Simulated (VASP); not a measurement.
Given:

```xyz
2
Lattice="1.6548 0.9554 2.8322 -1.6548 0.9554 2.8322 0.0000 -1.9108 2.8322" Properties=species:S:1:pos:R:3 pbc="T T T"
Lu     0.0000     0.0000     6.4777
N      0.0000     0.0000     2.0188
```

Computed with PBE GGA, VASP's PBE PAW potentials (set 64) (plane waves; VASP 6.6.1). Numerical set-up: 400 eV cut-off, 8×8×8 Γ-centred mesh, Gaussian smearing of 0.20 eV, potentials Lu_3 N.

Question: Give the energies of bands 5 to 10 at the high-symmetry points, in eV from the valence-band maximum.

Answer: 
```json
[
 {"band": "5", "Γ": "-0.37", "T": "-4.73", "H2": "-2.41", "L": "-4.65", "S0": "-2.56", "F": "-1.78"},
 {"band": "6", "Γ": "0.00", "T": "-2.05", "H2": "-1.71", "L": "-2.31", "S0": "-1.81", "F": "-1.08"},
 {"band": "7", "Γ": "0.00", "T": "-2.05", "H2": "-1.66", "L": "-2.05", "S0": "-1.31", "F": "-0.31"},
 {"band": "8", "Γ": "3.62", "T": "6.26", "H2": "4.60", "L": "6.43", "S0": "3.05", "F": "1.23"},
 {"band": "9", "Γ": "4.17", "T": "7.36", "H2": "4.76", "L": "6.56", "S0": "6.82", "F": "7.92"},
 {"band": "10", "Γ": "4.17", "T": "7.36", "H2": "8.68", "L": "7.79", "S0": "8.27", "F": "8.21"}
]
```

The gap is indirect, 1.23 eV, from the valence maximum at Γ to the conduction minimum at F.

The structure was generated: LuN was put into an ordered model structure, which need not be its known phase. The cell was not relaxed at this level.
